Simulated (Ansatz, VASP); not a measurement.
# Sr2ZnSbN in two plane-wave programs

Wanted: the spread between two codes on one cell, functional and k mesh. The cell is invented: As first built, before any earlier steps moved the atoms (in the runner's words): it takes the Sr2ZnSb2 structure with some of its atoms replaced by other elements, volume scaled by an estimate. It may not be a known or stable phase. The cell is taken from a series of VASP runs on this material, whose earlier steps may have relaxed, scaled or displaced it; both programs get it as it stands. Valence electrons are named where the data sets of a main pair hold unlike numbers.

Main program and level: Ansatz 0.2.0; plane waves, with VASP 6.6.1 beside it; single point at PBEsol and band structure at PBEsol.

### 1. The structure

The structure is hexagonal, space group P-6m2 (No. 187). The conventional cell has a = 4.171 Å, b = 4.171 Å, c = 8.255 Å, α = 90.00°, β = 90.00°, γ = 120.00°. Nearest to Sb lie 3 Zn at 2.41 Å. Sr has 3 N at 2.81 Å and 1 Sr at 2.90 Å nearest. Zn has 3 Sb at 2.41 Å nearest. Nearest to N lie 6 Sr at 2.81 Å. As first built, before any earlier steps moved the atoms (in the runner's words): sites of the Sr2ZnSb2 structure (space group 187) filled with other elements, volume scaled by an estimate. Farther neighbours and most contacts between anions are not listed.

Structure file:

```
Sb Sr Zn N
1.0
     4.17133    0.00000    0.00000
    -2.08567    3.61248    0.00000
     0.00000    0.00000    8.25465
Sb Sr Zn N
1 2 1 1
Direct
  0.00000 0.00000 0.00000
  0.33333 0.66667 0.67569
  0.33333 0.66667 0.32431
  0.66667 0.33333 0.00000
  0.66667 0.33333 0.50000
```

### 2. Ansatz: single point, PBEsol

Ansatz runs on its default PAW (the set named soft_2) files.

A single point gives forces, pressure and levels at one fixed geometry, so differences don't come from the geometry; what else differs is listed under the comparison.

Contents of input.yaml:

```yaml
crystal:
  lattice:
    - [4.1713346955, 0.0, 0.0]
    - [-2.0856673477, 3.6124822935, 0.0]
    - [0.0, 0.0, 8.2546526155]
  atoms:
    - { symbol: Sb, position: [0.0, 0.0, 0.0] }
    - { symbol: Sr, position: [0.33333333, 0.66666667, 0.6756948073] }
    - { symbol: Sr, position: [0.33333333, 0.66666667, 0.3243051927] }
    - { symbol: Zn, position: [0.66666667, 0.33333333, 0.0] }
    - { symbol: "N", position: [0.66666667, 0.33333333, 0.5] }
hamiltonian:
  xc: pbesol
  pseudopotentials: { kind: paw }
kpoints:
  mp_grid: { grid: [7, 7, 4] }
scf:
  occupations: { method: gaussian, width: 0.05 }
  n_extra_bands: 5
output:
  forces: true
  stress: true
  eigenvalues: true
```

Started as:

```sh
> ansatz run input.yaml --threads 2 --pin off --max-ram 4608MiB --backend cpu --events-out ev --progress --plain --runs-dir out
```

Numbers of over 12 decimals in the logs are rounded to 6 here.

Log:

```text
scf.n_extra_bands = 5 over 26 filled bands (N_el = 52.0): the run solves 31 bands
Engine: ansatz 0.2.0, aarch64-unknown-linux-gnu
Pseudopotentials: kind: paw
Pseudopotential: Sb, paw, valence charge 15, recommended cutoff 420 eV (normal), Sb.paw.azcp
Pseudopotential: Sr, paw, valence charge 10, recommended cutoff 420 eV (normal), Sr.paw.azcp
Pseudopotential: Zn, paw, valence charge 12, recommended cutoff 420 eV (normal), Zn.paw.azcp
Pseudopotential: N, paw, valence charge 5, recommended cutoff 420 eV (normal), N.paw.azcp
Functional definition: PBEsol
  exchange = pbesol_x
  correlation = pbesol_c
Crystal: 5 atoms, lattice volume = 124.388 Å³
Basis set: ecut = 420 eV, 2409 PW (Γ), exchange–correlation on 60×60×120 points (8 copies of the dense FFT grid, shifted against one another)
Bands: 31, of which v1, the nominal top of the filled ones, is band 26 counted from 1 (25 counted from 0)
Symmetry: 12 space group operations
Space group: P-6m2 (ITA 187), of the structure as read, at distance tolerance 5.0e-5 Å
k-points: 24 of 196 (time reversal used)
Non-local potential: Sb, projectors of the file, l = 0: 2, l = 1: 2, l = 2: 2, l = 3: 2
Non-local potential: Sr, projectors of the file, l = 0: 3, l = 1: 2, l = 2: 2
Non-local potential: Zn, projectors of the file, l = 0: 2, l = 1: 2, l = 2: 3, l = 3: 1
Non-local potential: N, projectors of the file, l = 0: 2, l = 1: 2, l = 2: 1
PAW form: soft (Blöchl's): semilocal exchange-correlation on the pseudo side does not see the compensation charge
PAW frozen core: Sb, regenerated for the run's functional, and the local potential with it (the file was generated under x = pbe(κ = 0.804, μ = 0.219515), c = pbe(β = 0.066725))
PAW frozen core: Sr, regenerated for the run's functional, and the local potential with it (the file was generated under x = pbe(κ = 0.804, μ = 0.219515), c = pbe(β = 0.066725))
PAW frozen core: Zn, regenerated for the run's functional, and the local potential with it (the file was generated under x = pbe(κ = 0.804, μ = 0.219515), c = pbe(β = 0.066725))
PAW frozen core: N, regenerated for the run's functional, and the local potential with it (the file was generated under x = pbe(κ = 0.804, μ = 0.219515), c = pbe(β = 0.066725))
PAW one-centre angular grid: Sb, 590 points (default); XC on 64 Gauss nodes
PAW one-centre angular grid: Sr, 110 points (default); XC on 64 Gauss nodes
PAW one-centre angular grid: Zn, 590 points (default); XC on 64 Gauss nodes
PAW one-centre angular grid: N, 110 points (default); XC on 64 Gauss nodes
Initial density: superposition of atomic densities (neutral atoms: chi_scale 0, normalization atom), corrected by the library's trained network
Initial wavefunctions: pseudopotential atomic-orbital guess
Functional: x = pbesol(κ = 0.804, μ = 0.123457), c = pbesol(β = 0.046)
SCF iter   1: F=—  HF=-17053.659558 eV  |F-HF|=—  |Δ(HF+E_count)|=         —  Δρ=1.31e-2  dr2=3.38e-1  ethr=1.77e-3  ⟨swp⟩=10.3  Hψ=4236  notcnv=0
preconditioner: auto → Resta (q_TF=auto, 2.359 Å⁻¹)  ε∞=4.0  [insulator: Δε(μ)=0.253 eV  Ē_g=11.945 eV  σ=0.050 eV  W_gap=1.00  n_scr=36 (ndim 8)  ℏωp=20.5 eV  f_vac=0.002  D(μ)=0.00/eV (n_scr^D=0)  ε∞_Penn≈4.0]
SCF iter   2: F=—  HF=-17053.618188 eV  |F-HF|=—  |Δ(HF+E_count)|=   4.14e-2  Δρ=3.00e-3  dr2=1.89e-2  ethr=6.50e-4  ⟨swp⟩=2.1  Hψ=1058  notcnv=0  defer=13
SCF iter   3: F=—  HF=-17053.616136 eV  |F-HF|=—  |Δ(HF+E_count)|=   2.05e-3  Δρ=9.24e-4  dr2=8.19e-4  ethr=3.63e-5  ⟨swp⟩=2.0  Hψ=851  notcnv=0  defer=22
SCF iter   4: F=—  HF=-17053.616083 eV  |F-HF|=—  |Δ(HF+E_count)|=   5.26e-5  Δρ=4.84e-4  dr2=2.77e-4  ethr=1.57e-6  ⟨swp⟩=2.0  Hψ=969  notcnv=0  defer=22
SCF iter   5: F=—  HF=-17053.616026 eV  |F-HF|=—  |Δ(HF+E_count)|=   5.73e-5  Δρ=1.16e-4  dr2=1.77e-5  ethr=5.33e-7  ⟨swp⟩=2.0  Hψ=973  notcnv=0  defer=22
SCF iter   6: F=—  HF=-17053.616015 eV  |F-HF|=—  |Δ(HF+E_count)|=   1.14e-5  Δρ=4.07e-5  dr2=2.01e-6  ethr=3.40e-8  ⟨swp⟩=2.0  Hψ=1181  notcnv=0  defer=22
SCF iter   7: F=—  HF=-17053.616014 eV  |F-HF|=—  |Δ(HF+E_count)|=   3.92e-7  Δρ=1.57e-5  dr2=2.33e-7  ethr=3.86e-9  ⟨swp⟩=2.0  Hψ=1297  notcnv=0  defer=22
SCF iter   8: F=-17053.616014 eV  HF=-17053.616014 eV  |F-HF|=2.69e-9  |Δ(HF+E_count)|=   2.23e-8  Δρ=2.57e-6  dr2=9.03e-9  ethr=1.92e-10  ⟨swp⟩=11.5  Hψ=4020  notcnv=0
SCF 1 converged in 8 iterations: F = -17053.616014 eV  dr2 = 9.03e-9
  greatest PAW one-centre occupation: 0.996 electrons in one spin orbital (limit 2), on the Sb atom at site 0 (counted from 0), in its partial waves of l = 2
SCF converged after 8 iterations
Free energy (F): -17053.616014 eV
Harris-Foulkes:  -17053.616014 eV  (|F-HF|=2.69e-9)
Internal energy: -17053.616014 eV  (E = F + TS)
E sigma→0 (E₀):  -17053.616014 eV
Fermi energy:    8.326815 eV
--- Per-component energies (eV) ---
  E_band       = -348.120154
  E_kinetic    = 955.732435
  E_local      = -5724.104087  (includes V_loc(G=0)·N_el)
  E_nonlocal   = 1428.704599
  E_hartree    = 2264.317316
  E_xc         = -677.150913
  E_vxc        = -549.678162  (∫ρ·V_xc dr)
  E_paw        = -11698.412127  (= ΣΔE_a)
  E_vpaw       = -987.407973  (= ΣTr[D̂ρ^β])
  E_aug_tail   = -0.000275  (compensation charges beyond the density's cutoff)
  E_ewald      = -3604.128969
  E_core_change = 1.426006  (= ΣΔE_core)
  E_smearing   = -0.000000  (= −TS)
  E_closure    = -0.000000  (closes the sum)
  Σ components = -17053.616014   (vs F -17053.616014, Δ=0.00e0)
--- Forces (eV/Å), atoms counted from 1 ---
  atom   1  Sb     0.00000000     0.00000000     0.00000000
  atom   2  Sr     0.00000000    -0.00000000    -0.03276872
  atom   3  Sr     0.00000000    -0.00000000     0.03276872
  atom   4  Zn     0.00000000    -0.00000000    -0.00000000
  atom   5  N      0.00000000     0.00000000     0.00000000
  max |Σ_I F_I| component: 3.42e-16 eV/Å
--- Stress (GPa, compression-positive) ---
       -0.254956       0.000000      -0.000000
       -0.000000      -0.254956       0.000000
       -0.000000       0.000000      -0.249260
  P = ⅓ Tr σ = -0.2531 GPa (-2.531 kbar)
--- Band table (eV; the first three rows and the last of 24) ---
  k-point 0: bands = [... 22 lower, 7.5620, 7.6470, 8.1387, 8.1387, 9.2586, 9.7992, 11.1139, 11.1139, ... 1 higher]
  k-point 1: bands = [... 22 lower, 7.6337, 7.6337, 8.0383, 8.0383, 9.8362, 9.9033, 11.2678, 11.2678, ... 1 higher]
  k-point 2: bands = [... 22 lower, 7.8164, 7.8164, 7.8279, 7.8279, 9.8930, 10.5723, 11.5585, 11.5585, ... 1 higher]
  k-point 23: bands = [... 22 lower, 6.3543, 7.1279, 7.8132, 7.8196, 8.5219, 11.0685, 11.4357, 12.1400, ... 1 higher]
```

The job ended after 5.6 s (2 threads of Arm Neoverse V1, shared host; peak memory 0.4 GiB).

Reading the cycles: dr2 is the Hartree energy of the density residual (eV), the measure of convergence; HF is the Harris–Foulkes estimate of the energy, which meets the free energy F at convergence.

The run ends at a pressure of -0.25 GPa, with forces up to 0.033 eV/Å.

### 3. VASP: single point, PBEsol

The same cell, functional, mesh and smearing now go to VASP, with its own data sets.

Lines of VASP's logs that name or quote its potential files are left out, and so is its time.

Contents of INCAR:

```
SYSTEM = Sr2ZnSbN
PREC = Accurate
ENCUT = 520
EDIFF = 1E-06
NELM = 100
ISMEAR = 0
SIGMA = 0.05
LREAL = .FALSE.
ALGO = Normal
GGA = PS
NBANDS = 27
LORBIT = 11
LWAVE = .FALSE.
LCHARG = .TRUE.
ISIF = 2
LELF = .TRUE.
LVHAR = .TRUE.
```

Contents of POSCAR:

```
Sr2ZnSbN
1.0
    4.1713346955      0.0000000000      0.0000000000
   -2.0856673477      3.6124822935      0.0000000000
    0.0000000000      0.0000000000      8.2546526155
Sb Sr Zn N
1 2 1 1
Direct
    0.0000000000      0.0000000000      0.0000000000
    0.3333333300      0.6666666700      0.6756948073
    0.3333333300      0.6666666700      0.3243051927
    0.6666666700      0.3333333300      0.0000000000
    0.6666666700      0.3333333300      0.5000000000
```

Contents of KPOINTS:

```
Automatic mesh
0
Gamma
7 7 4
0 0 0
```

Potentials, in the order of the species: Sb, Sr_sv, Zn and N (PBE family, release 64).

Started as:

```sh
> mpirun -np 2 vasp_std
```

Log:

```text
[banner, memory and clock lines left out]
running    2 mpi-ranks, on    1 nodes
 distrk:  each k-point on    2 cores,    1 groups
 distr:  one band on    1 cores,    2 groups

 POSCAR found type information on POSCAR SbSrZnN
 POSCAR found :  4 types and       5 ions
|                                                                             |
|               ----> ADVICE to this user running VASP <----                  |
|                                                                             |
|     You enforced a specific xc type in the INCAR file but a different       |
|     [... a line on the potential file left out ...]
|     I HOPE YOU KNOW WHAT YOU ARE DOING!                                     |
|                                                                             |

 LDA part: xc-table for (Slater+PW92), standard interpolation
|                                                                             |
|           W    W    AA    RRRRR   N    N  II  N    N   GGGG   !!!           |
|           W    W   A  A   R    R  NN   N  II  NN   N  G    G  !!!           |
|           W    W  A    A  R    R  N N  N  II  N N  N  G       !!!           |
|           W WW W  AAAAAA  RRRRR   N  N N  II  N  N N  G  GGG   !            |
|           WW  WW  A    A  R   R   N   NN  II  N   NN  G    G                |
|           W    W  A    A  R    R  N    N  II  N    N   GGGG   !!!           |
|                                                                             |
|     The number of bands has been changed from the values supplied in        |
|     The orbitals not found in the WAVECAR file will be initialized with     |
|     random numbers, which is usually adequate. For correlated               |
|     calculations, however, you should redo the groundstate calculation.     |
|     I found NBANDS = 27. Now, NBANDS = 28.                                  |
|                                                                             |

 POSCAR, INCAR and KPOINTS ok, starting setup
 FFT: planning ... GRIDC
 FFT: planning ... GRID_SOFT
 FFT: planning ... GRID
 WAVECAR not read
 entering main loop
       N       E                     dE             d eps       ncg     rms          rms(c)
DAV:   1     0.324577371432E+03    0.32458E+03   -0.19113E+04  1344   0.146E+03
DAV:   2     0.134124796052E+02   -0.31116E+03   -0.30091E+03  1444   0.358E+02
DAV:   3    -0.229138299555E+02   -0.36326E+02   -0.36064E+02  1904   0.111E+02
DAV:   4    -0.246786911609E+02   -0.17649E+01   -0.17585E+01  2056   0.201E+01
DAV:   5    -0.247448169080E+02   -0.66126E-01   -0.66096E-01  1948   0.336E+00    0.211E+01
DAV:   6    -0.209191748247E+02    0.38256E+01   -0.36378E+01  1808   0.439E+01    0.204E+01
DAV:   7    -0.203379899686E+02    0.58118E+00   -0.59916E+00  1636   0.102E+01    0.116E+01
DAV:   8    -0.201221764081E+02    0.21581E+00   -0.13482E+00  1596   0.679E+00    0.152E+00
DAV:   9    -0.201202105544E+02    0.19659E-02   -0.92331E-02  2092   0.261E+00    0.835E-01
DAV:  10    -0.201199846794E+02    0.22588E-03   -0.69283E-03  1700   0.522E-01    0.412E-01
DAV:  11    -0.201201926984E+02   -0.20802E-03   -0.18091E-03  1752   0.307E-01    0.704E-02
DAV:  12    -0.201201702181E+02    0.22480E-04   -0.49524E-04  2052   0.127E-01    0.361E-02
DAV:  13    -0.201201783301E+02   -0.81120E-05   -0.71527E-05  1704   0.588E-02    0.150E-02
DAV:  14    -0.201201781698E+02    0.16026E-06   -0.19421E-05  1776   0.201E-02    0.708E-03
DAV:  15    -0.201201781458E+02    0.24032E-07   -0.63235E-06  1480   0.107E-02
   1 F= -.20120178E+02 E0= -.20120178E+02  d E =-.166720E-08
```

Parts of OUTCAR (step 3):

```text
ion  position               nearest neighbor table
   1  0.000  0.000  0.000-   4 2.41   4 2.41   4 2.41   2 3.60   3 3.60   2 3.60   3 3.60   2 3.60
                             3 3.60
   2  0.333  0.667  0.676-   5 2.81   5 2.81   5 2.81   3 2.90   1 3.60   4 3.60   1 3.60   4 3.60
                             4 3.60   1 3.60   3 5.08   3 5.08   3 5.08   3 5.08   3 5.08   3 5.08
   3  0.333  0.667  0.324-   5 2.81   5 2.81   5 2.81   2 2.90   1 3.60   4 3.60   1 3.60   4 3.60
                             4 3.60   1 3.60   2 5.08   2 5.08   2 5.08   2 5.08   2 5.08   2 5.08
   4  0.667  0.333  0.000-   1 2.41   1 2.41   1 2.41   3 3.60   2 3.60   3 3.60   2 3.60   3 3.60
                             2 3.60
   5  0.667  0.333  0.500-   2 2.81   3 2.81   2 2.81   3 2.81   2 2.81   3 2.81

  LATTYP: Found a hexagonal cell.
 ALAT       =     4.1713346955
 C/A-ratio  =     1.9788996132

 Subroutine GETGRP returns: Found 12 space group operations
 (whereof 12 operations were pure point group operations)

The static configuration has the point symmetry D_3h.

 Found     24 irreducible k-points:

   k-points           NKPTS =     24   k-points in BZ     NKDIM =     24   number of bands    NBANDS=     28

   dimension x,y,z NGX =    32 NGY =   32 NGZ =   64
   dimension x,y,z NGXF=    64 NGYF=   64 NGZF=  128

   ENCUT  =  520.0 eV  38.22 Ry    6.18 a.u.   7.76  7.76 15.35*2*pi/ulx,y,z

   NELECT =      42.0000    total number of electrons

 k-points in reciprocal lattice and weights: Automatic mesh
   0.00000000  0.00000000  0.00000000       0.005
   0.14285714  0.00000000  0.00000000       0.031
   0.28571429 -0.00000000  0.00000000       0.031
   0.42857143  0.00000000  0.00000000       0.031
   0.14285714  0.14285714  0.00000000       0.031
   0.28571429  0.14285714  0.00000000       0.061
   0.42857143  0.14285714  0.00000000       0.031
   0.28571429  0.28571429  0.00000000       0.031
   0.00000000  0.00000000  0.25000000       0.010
[...]
0.42857143  0.14285714  0.50000000       0.031
   0.28571429  0.28571429  0.50000000       0.031

 average (electrostatic) potential at core
       1 -88.7901       2 -37.2621       3 -37.2621       4 -36.8514       5 -63.3346

 E-fermi :   3.4435

 k-point     1 :       0.0000    0.0000    0.0000
  band No.  band energies     occupation
    ...
     17       2.6771      2.00000
     18       2.6771      2.00000
     19       2.7611      2.00000
     20       3.2649      2.00000
     21       3.2649      2.00000
     22       4.3748      0.00000
     23       4.9424      0.00000
     24       6.2169      0.00000
     25       6.2169      0.00000
     26       6.5813      0.00000
    ...

 k-point     2 :       0.1429    0.0000    0.0000
  band No.  band energies     occupation
    ...
     17       1.2178      2.00000
     18       2.3556      2.00000
     19       2.6723      2.00000
     20       2.7961      2.00000
     21       3.0288      2.00000
     22       4.8340      0.00000
     23       5.3548      0.00000
     24       6.5950      0.00000
     25       6.6767      0.00000
     26       6.9590      0.00000
    ...

 k-point     3 :       0.2857   -0.0000    0.0000
  band No.  band energies     occupation
    ...
     17       0.4285      2.00000
     18       1.5518      2.00000
     19       2.3383      2.00000
     20       2.7826      2.00000
     21       2.9992      2.00000
     22       4.5594      0.00000
     23       5.4990      0.00000
     24       5.9614      0.00000
     25       7.0347      0.00000
     26       7.7863      0.00000
    ...

  Total        0.0098061      0.0098061      0.0105348      0.0000000     -0.0000000      0.0000000
  in kB        0.1263069      0.1263069      0.1356930      0.0000000     -0.0000000      0.0000000
  external PRESSURE =       0.1294356 kB  Pullay stress =       0.0000000 kB

  energy-cutoff  :      520.00
  volume of cell :      124.39
      direct lattice vectors                 reciprocal lattice vectors
     4.171334695  0.000000000  0.000000000     0.239731422  0.138408983  0.000000000
    -2.085667348  3.612482293  0.000000000     0.000000000  0.276817966  0.000000000
     0.000000000  0.000000000  8.254652615     0.000000000  0.000000000  0.121143802

 POSITION                                       TOTAL-FORCE (eV/Angst)
 -----------------------------------------------------------------------------------
      0.00000      0.00000      0.00000         0.000000      0.000000      0.000000
     -0.00000      2.40832      5.57763         0.000000     -0.000000      0.003146
     -0.00000      2.40832      2.67703         0.000000     -0.000000     -0.003146
      2.08567      1.20416      0.00000         0.000000      0.000000      0.000000
      2.08567      1.20416      4.12733        -0.000000      0.000000      0.000000
 -----------------------------------------------------------------------------------
    total drift:                                0.000014     -0.000000      0.000000

  FREE ENERGIE OF THE ION-ELECTRON SYSTEM (eV)
  ---------------------------------------------------
  free  energy   TOTEN  =       -20.1201781458 eV

  energy  without entropy=      -20.1201781441  energy(sigma->0) =      -20.12017814

 total charge
# of ion       s       p       d       tot
------------------------------------------
    1        1.103   1.501   0.034   2.638
    2        2.018   5.728   0.233   7.979
    3        2.018   5.728   0.233   7.979
    4        0.655   0.605   9.736  10.996
    5        1.251   2.204   0.000   3.454
--------------------------------------------------
tot          7.044  15.766  10.237  33.047

[... 3 further parts left out ...]
```

The run ends at a pressure of 0.01 GPa, with forces up to 0.0031 eV/Å.

### 4. Side by side

Known differences besides the potentials themselves: the data sets hold 52 valence electrons in Ansatz (on its default PAW (the set named soft_2) files) and 42 in VASP; the cutoff is 420 eV in Ansatz and 520 eV in VASP; Ansatz makes its cores anew for this functional, VASP keeps those of its PBE data sets; VASP leaves aspherical gradient terms in its spheres out (LASPH is not set), Ansatz keeps them. Total energies have different zeros and are not compared.

Compared:

| quantity | Ansatz | VASP | difference |
| --- | --- | --- | --- |
| pressure (GPa) | -0.25 | 0.01 | -0.27 |
| pressure without Ansatz's Pulay correction (GPa) | -0.35 | 0.01 | -0.37 |
| gap on the k mesh (eV) | 0.383 | 0.365 | +0.019 |

At this near-relaxed geometry the largest component of a force difference is 36 meV/Å. A gap on the mesh is an upper bound, since the band edges may lie between its points. Ansatz's pressure holds a Pulay correction of 0.10 GPa; VASP's holds none.

### 5. What the set-up changes

Further runs change the set-up of one program: Ansatz's method, potentials or start, or VASP's data sets, cutoff or form of LDA. The table gives Ansatz less VASP for each quantity, since a change that brings one quantity closer may part another.

| run | r.m.s. force difference (meV/Å) | pressure (GPa) | gap on the k mesh (eV) | pressure without Ansatz's Pulay correction (GPa) |
| --- | --- | --- | --- | --- |
| as above | 13 | -0.27 | 0.019 | -0.37 |
| cores kept as stored | 13 | -0.26 | 0.018 | -0.35 |
| Ansatz's larger PAW set (cutoff 900 eV) | 13 | -0.26 | 0.018 |  |
| norm-conserving potentials (cutoff 1143 eV) | 13 | -0.30 | 0.020 |  |

(Part 1 of 2 ends here.)

[Lines on the potential files, build, host, timing and source positions are cut from VASP's logs without a mark.]

[Logs are printed without paths, hosts, clocks, repeated set-up lines and the standing remarks that a program may print on its own settings, such as how far it seeks lower states.]

[Hosts, paths, dates, database ids (printed as entryN), source tags and the programs' standing remarks are cut or masked in the printed files.]
